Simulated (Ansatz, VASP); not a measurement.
# Cross-check of Zn (ladder Zn chain) between VASP and Ansatz

One calculation is typed for both programs; each brings its own data sets. How far apart do they land? The structure shown is the start of the Ansatz relaxation below; VASP solves that cell, so the two are compared at the walk's first step.

Main program and level: Ansatz 0.2.0; plane waves, with VASP 6.6.1 beside it; single point at PBE, single point at PBEsol and single point at LDA.

**1. The starting structure**

The cell holds 2 atoms: 2 Zn. Its edges and angles: a = 9.000 Å, b = 7.500 Å, c = 2.388 Å, α = 90.0°, β = 90.0°, γ = 90.0°. Vacuum lies along a and b. The structure's axis is c.

**2. Ansatz: relaxation, PBE**

Ansatz runs on its default PAW (the set named soft_2) files.

The two programs are compared at the cell with which this relaxation starts, whose forces are those of its first step.

Input file input.yaml:

```yaml
crystal:
  lattice:
    - [9.0, 0.0, 0.0]
    - [0.0, 7.5, 0.0]
    - [0.0, 0.0, 2.38754]
  atoms:
    - { symbol: Zn, position: [0.386675556, 0.5, 0.0] }
    - { symbol: Zn, position: [0.613324444, 0.5, 0.5] }
kpoints:
  mp_grid: { grid: [1, 1, 34] }
scf:
  occupations: { method: fermi_dirac, width: 0.05 }
hamiltonian:
  xc: pbe
relax:
  cell: { fix: [a, b, alpha, beta, gamma] }
  max_steps: 60
```

Launch:

```sh
$ ansatz run input.yaml --threads 4 --pin off --max-ram 8192MiB --backend cpu --events-out ev --progress --plain --runs-dir out
```

Numbers of over 12 decimals in the logs are rounded to 6 here.

What it wrote:

```text
Engine: ansatz 0.2.0, aarch64-unknown-linux-gnu
Pseudopotentials: kind: paw
Pseudopotential: Zn, paw, valence charge 12, recommended cutoff 420 eV (normal), Zn.paw.azcp
Functional definition: PBE
  parameter kappa = 0.804
  parameter beta = 0.066725
  exchange = pbe_x(kappa = kappa, mu = beta*pi^2/3)
  correlation = pbe_c(beta = beta)
Crystal: 2 atoms, lattice volume = 161.159 Å³
Basis set: ecut = 420 eV, 3097 PW (Γ), exchange–correlation on 128×108×32 points (8 copies of the dense FFT grid, shifted against one another)
Bands: 16, of which v1, the nominal top of the filled ones, is band 12 counted from 1 (11 counted from 0)
Symmetry: 8 space group operations
Space group: Pmma (ITA 51), of the structure as read, at distance tolerance 5.4e-5 Å
k-points: 18 of 34
Non-local potential: Zn, projectors of the file, l = 0: 2, l = 1: 2, l = 2: 3, l = 3: 1
PAW form: soft (Blöchl's): semilocal exchange-correlation on the pseudo side does not see the compensation charge
PAW one-centre angular grid: Zn, 590 points (default); XC on 64 Gauss nodes
Initial density: superposition of atomic densities (neutral atoms: chi_scale 0, normalization atom), corrected by the library's trained network
Initial wavefunctions: pseudopotential atomic-orbital guess
Functional: x = pbe(κ = 0.804, μ = 0.219515), c = pbe(β = 0.066725)
SCF iter   1: F=—  HF=-6636.254447 eV  |F-HF|=—  |Δ(HF+E_count)|=         —  Δρ=2.82e-3  dr2=4.73e-2  ethr=1.77e-3  ⟨swp⟩=6.2  Hψ=1739  notcnv=0
preconditioner: auto → LDOS  [insulator: Δε(μ)=0.153 eV  Ē_g=10.124 eV  σ=0.050 eV  W_gap=0.56  n_scr=20 (ndim 8)  ℏωp=14.3 eV  f_vac=0.653  D(μ)=1.16/eV (n_scr^D=8)  ε∞_Penn≈3.0  β→1.0]
SCF iter   2: F=—  HF=-6636.239176 eV  |F-HF|=—  |Δ(HF+E_count)|=   1.53e-2  Δρ=1.10e-3  dr2=2.20e-3  ethr=1.97e-4  ⟨swp⟩=2.3  Hψ=532  notcnv=0
SCF iter   3: F=—  HF=-6636.241671 eV  |F-HF|=—  |Δ(HF+E_count)|=   2.50e-3  Δρ=6.36e-4  dr2=1.08e-3  ethr=9.15e-6  ⟨swp⟩=2.0  Hψ=576  notcnv=0
SCF iter   4: F=—  HF=-6636.241503 eV  |F-HF|=—  |Δ(HF+E_count)|=   1.68e-4  Δρ=5.34e-4  dr2=2.65e-4  ethr=4.49e-6  ⟨swp⟩=2.0  Hψ=550  notcnv=0
SCF iter   5: F=—  HF=-6636.241427 eV  |F-HF|=—  |Δ(HF+E_count)|=   7.61e-5  Δρ=1.43e-4  dr2=4.89e-5  ethr=1.11e-6  ⟨swp⟩=2.0  Hψ=505  notcnv=0
SCF iter   6: F=—  HF=-6636.241432 eV  |F-HF|=—  |Δ(HF+E_count)|=   5.00e-6  Δρ=3.43e-5  dr2=4.40e-6  ethr=2.04e-7  ⟨swp⟩=2.5  Hψ=485  notcnv=0
SCF iter   7: F=—  HF=-6636.241434 eV  |F-HF|=—  |Δ(HF+E_count)|=   2.19e-6  Δρ=5.39e-6  dr2=1.13e-7  ethr=1.83e-8  ⟨swp⟩=2.2  Hψ=490  notcnv=0
SCF iter   8: F=-6636.241435 eV  HF=-6636.241435 eV  |F-HF|=1.42e-9  |Δ(HF+E_count)|=   7.49e-8  Δρ=9.74e-7  dr2=1.61e-9  ethr=4.17e-10  ⟨swp⟩=4.8  Hψ=1043  notcnv=0
SCF 1 converged in 8 iterations: F = -6636.241435 eV  dr2 = 1.61e-9
  greatest PAW one-centre occupation: 0.984 electrons in one spin orbital (limit 2), on the Zn atom at site 1 (counted from 0), in its partial waves of l = 2
relax step   1: F+E_penalty+E_count = -6636.24143456 eV  Δ(F+E_penalty+E_count) = +0.000e0 eV  max|allowed force component| = 1.532e0 eV/Å  Δτ_max = 0.0000 Å  P = +2.235 GPa  Ω = 161.159 Å³  fix = [a, b, alpha, beta, gamma]  reactions: a +3.304, b +0.163 GPa  (8 SCF iters, dr2 threshold 1.00e-7 eV, accepted)
[...]
relax step   4: F+E_penalty+E_count = -6636.50461275 eV  Δ(F+E_penalty+E_count) = -2.851e-2 eV  max|allowed force component| = 1.109e-1 eV/Å  Δτ_max = 0.1573 Å  P = -0.009 GPa  Ω = 167.216 Å³  energy of the carried Pulay correction = -8.227e-4 eV  fix = [a, b, alpha, beta, gamma]  reactions: a -0.161, b +0.018 GPa  (8 SCF iters, dr2 threshold 2.00e-7 eV, accepted)
[...]
relax step   5: F+E_penalty+E_count = -6636.51120287 eV  Δ(F+E_penalty+E_count) = -6.590e-3 eV  max|allowed force component| = 3.971e-2 eV/Å  Δτ_max = 0.0711 Å  P = +0.133 GPa  Ω = 167.787 Å³  energy of the carried Pulay correction = -8.985e-4 eV  fix = [a, b, alpha, beta, gamma]  reactions: a +0.275, b +0.074 GPa  (7 SCF iters, dr2 threshold 2.00e-7 eV, accepted)
[...]
relax step   6: F+E_penalty+E_count = -6636.51174958 eV  Δ(F+E_penalty+E_count) = -5.467e-4 eV  max|allowed force component| = 1.544e-3 eV/Å  Δτ_max = 0.0146 Å  P = +0.076 GPa  Ω = 167.869 Å³  energy of the carried Pulay correction = -9.094e-4 eV  fix = [a, b, alpha, beta, gamma]  reactions: a +0.166, b +0.063 GPa  (6 SCF iters, dr2 threshold 9.86e-8 eV, accepted)
[...]
relax step   7: F+E_penalty+E_count = -6636.51242710 eV  Δ(F+E_penalty+E_count) = -6.775e-4 eV  max|allowed force component| = 1.755e-3 eV/Å  Δτ_max = 0.0000 Å  P = +0.069 GPa  Ω = 167.869 Å³  fix = [a, b, alpha, beta, gamma]  reactions: a +0.161, b +0.057 GPa  stress off target by 1.01e-2 GPa on what of the cell is left free  SCF on the basis re-selected at this cell (its energy is not comparable with the rows above)  (10 SCF iters)
basis re-selected at this cell: Δ(F+E_penalty+E_count) = -6.775e-4 eV, ΔP = -0.007 GPa vs the last step (what re-selecting the basis moved, of the pressure what is left beyond the Pulay correction that the steps carried, after the strain that the cell walked since its last selection, with what the two solves' SCF thresholds leave and, on support functions, any second-order correction that the steps lacked; it is no measure of the basis error at this ecutwfc). The dense FFT grid was sized anew with the basis: this SCF ran on 64×54×18 points, the steps before it on 64×54×16, so part of this shift can come from that change (see relax.cell in the input reference). [rest of the remark cut]
SCF converged after 10 iterations
Free energy (F): -6636.512427 eV
Harris-Foulkes:  -6636.512427 eV  (|F-HF|=2.00e-11)
Internal energy: -6636.494416 eV  (E = F + TS)
E sigma→0 (E₀):  -6636.503421 eV
Entropy (-TS):   -0.018011 eV (-9.006 meV/atom)
Fermi energy:    -0.907681 eV
--- Per-component energies (eV) ---
  E_band       = -179.246036
  E_kinetic    = 259.835151
  E_local      = -6958.402130  (includes V_loc(G=0)·N_el)
  E_nonlocal   = 1221.591576
  E_hartree    = 3091.046451
  E_xc         = -272.536025
  E_vxc        = -100.869376  (∫ρ·V_xc dr)
  E_paw        = -3649.503207  (= ΣΔE_a)
  E_vpaw       = -783.493319  (= ΣTr[D̂ρ^β])
  E_aug_tail   = -0.000708  (compensation charges beyond the density's cutoff)
  E_ewald      = -328.525524
  E_smearing   = -0.018011  (= −TS)
  E_closure    = -0.000000  (closes the sum)
  Σ components = -6636.512427   (vs F -6636.512427, Δ=0.00e0)
--- Forces (eV/Å), atoms counted from 1 ---
  atom   1  Zn     0.00175549     0.00000000     0.00000000
  atom   2  Zn    -0.00175549     0.00000000     0.00000000
  max |Σ_I F_I| component: 2.17e-19 eV/Å
--- Stress (GPa, compression-positive) ---
        0.160516       0.000000       0.000000
        0.000000       0.057347       0.000000
        0.000000       0.000000      -0.010114
  P = ⅓ Tr σ = 0.0692 GPa (0.692 kbar)
--- Relaxed structure (6 steps of the walk, 6 accepted, 1 SCFs on fresh bases) ---
  F+E_penalty+E_count = -6636.51242710 eV   max|allowed force component| = 1.755e-3 eV/Å   (the final SCF, on the basis selected at the relaxed cell)
  cell:  # Å, volume = 167.8687 Å³
    - [9.0, 0.0, 0.0]
    - [0.0, 7.5, 0.0]
    - [0.0, 0.0, 2.486943]
  atoms:
    - { symbol: Zn, position: [0.364342, 0.5, 0.0] }
    - { symbol: Zn, position: [0.635658, 0.5, 0.5] }
```

In the SCF lines HF is the Harris–Foulkes energy and dr2 the Hartree energy of the density residual, in eV; the loop may stop once dr2 is under the threshold and the program's other checks hold. Hψ counts applications of the Hamiltonian.

**3. VASP: single point, PBE, start cell**

The same cell, functional, mesh and smearing now go to VASP, with its own data sets.

Lines of VASP's logs that name or quote its potential files are left out, and so is its time.

Input file INCAR:

```
SYSTEM = Zn
PREC = Accurate
ENCUT = 400
EDIFF = 1E-06
NELM = 120
ISMEAR = -1
SIGMA = 0.05
LREAL = .FALSE.
ALGO = Normal
GGA = PE
NBANDS = 18
LORBIT = 11
LWAVE = .FALSE.
LCHARG = .FALSE.
ISIF = 2
LASPH = .TRUE.
GGA_COMPAT = .FALSE.
KPAR = 2
```

Input file POSCAR:

```
Zn
1.0
    9.0000000000      0.0000000000      0.0000000000
    0.0000000000      7.5000000000      0.0000000000
    0.0000000000      0.0000000000      2.3875400000
Zn
2
Direct
    0.3866755556      0.5000000000      0.0000000000
    0.6133244444      0.5000000000      0.5000000000
```

Input file KPOINTS:

```
Automatic mesh
0
Gamma
1 1 34
0 0 0
```

PAW data sets: Zn (PBE family, release 64).

Launch:

```sh
$ mpirun -np 2 vasp_std
```

What it wrote:

```text
[banner, memory and clock lines left out]
running    2 mpi-ranks, on    1 nodes
 distrk:  each k-point on    1 cores,    2 groups
 distr:  one band on    1 cores,    1 groups

 POSCAR found type information on POSCAR Zn
 POSCAR found :  1 types and       2 ions
 LDA part: xc-table for (Slater+PW92), standard interpolation
 POSCAR, INCAR and KPOINTS ok, starting setup
 FFT: planning ... GRIDC
 FFT: planning ... GRID_SOFT
 FFT: planning ... GRID
 WAVECAR not read
 entering main loop
       N       E                     dE             d eps       ncg     rms          rms(c)
DAV:   1     0.983253770724E+02    0.98325E+02   -0.94053E+03   656   0.986E+02
DAV:   2     0.441664707220E+01   -0.93909E+02   -0.92437E+02   682   0.237E+02
DAV:   3    -0.504327813356E+00   -0.49210E+01   -0.49096E+01   790   0.679E+01
DAV:   4    -0.543115680558E+00   -0.38788E-01   -0.38783E-01   690   0.638E+00
DAV:   5    -0.543434569864E+00   -0.31889E-03   -0.31889E-03   708   0.434E-01    0.400E+00
DAV:   6    -0.407230079762E+00    0.13620E+00   -0.57498E-01   742   0.130E+01    0.255E+00
DAV:   7    -0.393318867429E+00    0.13911E-01   -0.59974E-02   692   0.223E+00    0.930E-01
DAV:   8    -0.391698182199E+00    0.16207E-02   -0.61257E-03   706   0.887E-01    0.146E-01
DAV:   9    -0.391676863150E+00    0.21319E-04   -0.15652E-03   668   0.334E-01    0.567E-02
DAV:  10    -0.391658887620E+00    0.17976E-04   -0.11766E-04   664   0.102E-01    0.208E-02
DAV:  11    -0.391708241471E+00   -0.49354E-04   -0.11795E-04   656   0.509E-02    0.113E-02
DAV:  12    -0.391784222379E+00   -0.75981E-04   -0.95090E-06   660   0.282E-02    0.541E-03
DAV:  13    -0.391852255480E+00   -0.68033E-04   -0.10571E-05   590   0.135E-02    0.244E-03
DAV:  14    -0.391861866158E+00   -0.96107E-05   -0.11243E-06   524   0.639E-03    0.122E-03
DAV:  15    -0.391865118208E+00   -0.32521E-05   -0.42065E-07   522   0.328E-03    0.565E-04
DAV:  16    -0.391865398440E+00   -0.28023E-06   -0.44410E-08   518   0.142E-03
   1 F= -.39186540E+00 E0= -.38748513E+00  d E =-.876055E-02
```

From OUTCAR (step 3):

```text
ion  position               nearest neighbor table
   1  0.387  0.500  0.000-   2 2.36   2 2.36
   2  0.613  0.500  0.500-   1 2.36   1 2.36

  LATTYP: Found a simple orthorhombic cell.
 ALAT       =     2.3875400000
 B/A-ratio  =     3.1413086273
 C/A-ratio  =     3.7695703527

 Subroutine GETGRP returns: Found  8 space group operations
 (whereof  4 operations were pure point group operations)

The static configuration has the point symmetry C_2v.
 The point group associated with its full space group is D_2h.

 Found     18 irreducible k-points:

   k-points           NKPTS =     18   k-points in BZ     NKDIM =     18   number of bands    NBANDS=     18

   dimension x,y,z NGX =    60 NGY =   50 NGZ =   16
   dimension x,y,z NGXF=   120 NGYF=  100 NGZF=   32

   ENCUT  =  400.0 eV  29.40 Ry    5.42 a.u.  14.68 12.23  3.89*2*pi/ulx,y,z

   NELECT =      24.0000    total number of electrons

 k-points in reciprocal lattice and weights: Automatic mesh
   0.00000000  0.00000000  0.00000000       0.029
   0.00000000  0.00000000  0.02941176       0.059
   0.00000000  0.00000000  0.05882353       0.059
   0.00000000  0.00000000  0.08823529       0.059
   0.00000000  0.00000000  0.11764706       0.059
   0.00000000  0.00000000  0.14705882       0.059
   0.00000000  0.00000000  0.17647059       0.059
   0.00000000  0.00000000  0.20588235       0.059
   0.00000000  0.00000000  0.23529412       0.059
[...]
0.00000000  0.00000000  0.47058824       0.059
   0.00000000  0.00000000  0.50000000       0.029

 average (electrostatic) potential at core
       1 -42.4580       2 -42.4580

 E-fermi :  -2.5399

 k-point     1 :       0.0000    0.0000    0.0000
  band No.  band energies     occupation
    ...
      9      -9.4176      2.00000
     10      -9.2313      2.00000
     11      -9.2182      2.00000
     12      -5.6354      2.00000
     13      -2.9781      1.99969
     14      -2.2912      0.01375
     15       0.1951      0.00000
     16       0.7590      0.00000
     17       2.0257      0.00000
     18       2.4613      0.00000

 k-point     2 :       0.0000    0.0000    0.0294
  band No.  band energies     occupation
    ...
      9      -9.4265      2.00000
     10      -9.2846      2.00000
     11      -9.1615      2.00000
     12      -5.6147      2.00000
     13      -2.9494      1.99945
     14      -2.2609      0.00752
     15       0.2206      0.00000
     16       0.7814      0.00000
     17       2.0498      0.00000
     18       2.4831      0.00000

 k-point     3 :       0.0000    0.0000    0.0588
  band No.  band energies     occupation
    ...
      9      -9.4523      2.00000
     10      -9.3430      2.00000
     11      -9.0920      2.00000
     12      -5.5525      2.00000
     13      -2.8635      1.99692
     14      -2.1706      0.00124
     15       0.2968      0.00000
     16       0.8488      0.00000
     17       2.1219      0.00000
     18       2.5483      0.00000

  Total        3.3039641      0.0525029      3.2871717      0.0000000      0.0000000      0.0000000
  in kB       32.8466799      0.5219624     32.6797361      0.0000000      0.0000000      0.0000000
  external PRESSURE =      22.0161261 kB  Pullay stress =       0.0000000 kB

  energy-cutoff  :      400.00
  volume of cell :      161.16
      direct lattice vectors                 reciprocal lattice vectors
     9.000000000  0.000000000  0.000000000     0.111111111  0.000000000  0.000000000
     0.000000000  7.500000000  0.000000000     0.000000000  0.133333333  0.000000000
     0.000000000  0.000000000  2.387540000     0.000000000  0.000000000  0.418841150

 POSITION                                       TOTAL-FORCE (eV/Angst)
 -----------------------------------------------------------------------------------
      3.48008      3.75000      0.00000        -1.575629      0.000000      0.000000
      5.51992      3.75000      1.19377         1.575629      0.000000      0.000000
 -----------------------------------------------------------------------------------
    total drift:                               -0.000000      0.000000     -0.000000

  FREE ENERGIE OF THE ION-ELECTRON SYSTEM (eV)
  ---------------------------------------------------
  free  energy   TOTEN  =        -0.3918653984 eV

  energy  without entropy=       -0.3831048530  energy(sigma->0) =       -0.38748513

 total charge
# of ion       s       p       d       tot
------------------------------------------
    1        0.739   0.383   9.724  10.846
    2        0.739   0.383   9.724  10.846
--------------------------------------------------
tot          1.478   0.766  19.448  21.692

[... 3 further parts left out ...]
```

**4. Side by side**

Known differences besides the potentials themselves: the cutoff is 420 eV in Ansatz and 400 eV in VASP. Total energies have different zeros and are not compared.

Forces (eV/Å; atoms numbered as in POSCAR):

```
atom        Ansatz x, y, z          VASP x, y, z
 Zn1  -1.532, 0.000, 0.000  -1.576, 0.000, 0.000
 Zn2   1.532, 0.000, 0.000   1.576, 0.000, 0.000
```

The forces differ by 25 meV/Å r.m.s., which is 2.8 % of the r.m.s. force of 0.910 eV/Å (both taken over all components).

**5. Ansatz: relaxation, PBEsol**

The two programs are compared at the cell with which this relaxation starts, whose forces are those of its first step.

The structure compared here is the start of the Ansatz relaxation; VASP solves that cell, so the two are compared at the walk's first step.

input.yaml, the sections that differ from step 2:

```yaml
crystal:
  lattice:
    - [9.0, 0.0, 0.0]
    - [0.0, 7.5, 0.0]
    - [0.0, 0.0, 2.38754]
  atoms:
    - { symbol: Zn, position: [0.386675556, 0.5, 0.0], spin: 0.5 }
    - { symbol: Zn, position: [0.613324444, 0.5, 0.5], spin: 0.5 }
magnetization:
  spin_polarized: true
hamiltonian:
  xc: pbesol
# kpoints, scf, relax: as in step 2
```

Launch:

```sh
$ ansatz run input.yaml --threads 4 --pin off --max-ram 8192MiB --backend cpu --events-out ev --progress --plain --runs-dir out
```

What it wrote:

```text
[...]
Crystal: 2 atoms, lattice volume = 161.159 Å³
Basis set: ecut = 420 eV, 3097 PW (Γ), exchange–correlation on 128×108×32 points (8 copies of the dense FFT grid, shifted against one another)
Bands: 17, of which v1, the nominal top of the filled ones, is band 12 counted from 1 (11 counted from 0)
Symmetry: 8 space group operations
[...]
0.000000       0.000000       0.032940
  P = ⅓ Tr σ = 0.1072 GPa (1.072 kbar)
--- Relaxed structure (4 steps of the walk, 4 accepted, 1 SCFs on fresh bases) ---
[...]
cell:  # Å, volume = 164.6180 Å³
    - [9.0, 0.0, 0.0]
    - [0.0, 7.5, 0.0]
    - [0.0, 0.0, 2.438785]
  atoms:
    - { symbol: Zn, position: [0.371124, 0.500000, 0.0] }
    - { symbol: Zn, position: [0.628876, 0.500000, 0.5] }
[key lines of the parts left out:]
SCF converged after 12 iterations
Magnetization: 0.0000 μB (12.0000 up, 12.0000 down)
Free energy (F): -6559.789612 eV
Fermi energy:    -1.019529 eV
```

(Continued in part 2 of 2.)

[Lines on the potential files, build, host, timing and source positions are cut from VASP's logs without a mark.]

[Logs are printed without paths, hosts, clocks, repeated set-up lines and the standing remarks that a program may print on its own settings, such as how far it seeks lower states.]

[Hosts, paths, dates, database ids (printed as entryN), source tags and the programs' standing remarks are cut or masked in the printed files.]
